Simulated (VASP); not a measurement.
An input for Ansatz (written as the equivalent of a VASP run, and not itself run):

Ansatz 0.2 input:
```yaml
crystal:
  lattice:
    - [-2.6556042, 2.6556042, 5.2321836]
    - [2.6556042, -2.6556042, 5.2321836]
    - [2.6556042, 2.6556042, -5.2321836]
  atoms:
    - { symbol: Zn, position: [0.0000000, 1.0000000, 0.0000000] }
    - { symbol: Zn, position: [0.7500000, 0.2500000, 0.5000000] }
    - { symbol: Ge, position: [0.5000000, 0.5000000, 0.0000000] }
    - { symbol: Ge, position: [0.2500000, 0.7500000, 0.5000000] }
    - { symbol: P, position: [0.8750000, 0.8738124, 0.4988124] }
    - { symbol: P, position: [0.1261876, 0.6250000, 0.0011876] }
    - { symbol: P, position: [0.3750000, 0.3761876, 0.5011876] }
    - { symbol: P, position: [0.6238124, 0.1250000, 0.9988124] }
kpoints:
  mp_grid: { grid: [6, 6, 6] }
hamiltonian:
  xc: pbe
  pseudopotentials: { kind: paw }
scf:
  occupations: { method: gaussian, width: 0.05 }
  max_iter: 100
relax:
  max_steps: 40
  f_tol: 0.02
  cell: { p_target: 10 }
output: { forces: true, stress: true, eigenvalues: true }
```

Write the VASP files for the same calculation (PBE).

This is not unique; one that fits is 
KPOINTS:
```
Automatic mesh
0
Gamma
  6 6 6
```

INCAR:
```
PSTRESS=100
NSW=40
ISIF=3   # ions, shape and volume
EDIFFG=-0.02   # ionic stop
SYSTEM=ZnGeP2
LREAL=.FALSE.   # projection in real space or not
ISMEAR=0   # Gaussian
PREC=Accurate
LMAXMIX=4   # l cut-off of mixed one-centre charges
NELM=100   # most electronic steps
LCHARG=.FALSE.
ENCUT=500   # plane-wave cut-off (eV)
ALGO=Normal   # blocked Davidson
LWAVE=.FALSE.
IBRION=2   # conjugate gradients
SIGMA=0.05   # width (eV)
LASPH=.TRUE.   # aspherical one-centre terms
EDIFF=1E-6
GGA=PE   # PBE
```

### POSCAR
```
ZnGeP2
1
   -2.6556042408     2.6556042408     5.2321835582
    2.6556042408    -2.6556042408     5.2321835582
    2.6556042408     2.6556042408    -5.2321835582
Zn Ge P
2 2 4
Direct
  0.0000000000   1.0000000000   0.0000000000
  0.7500000000   0.2500000000   0.5000000000
  0.5000000000   0.5000000000   0.0000000000
  0.2500000000   0.7500000000   0.5000000000
  0.8750000000   0.8738123921   0.4988123921
  0.1261876079   0.6250000000   0.0011876079
  0.3750000000   0.3761876079   0.5011876079
  0.6238123921   0.1250000000   0.9988123921
```

POTCAR, in this order: Zn Ge_d P (PBE.64 set). Program: vasp_std.

The two are equivalent in intent, not identical: each code has its own PAW files, so the cut-off isn't converted (ENCUT is set for VASP's; basis.ecutwfc is left out, and Ansatz then takes the one that its files recommend); Ansatz stops its SCF on the density residual and VASP on the energy change (EDIFF).

The compound is ZnGeP2 in the chalcopyrite structure. It was relaxed first under an external pressure of 10 GPa.
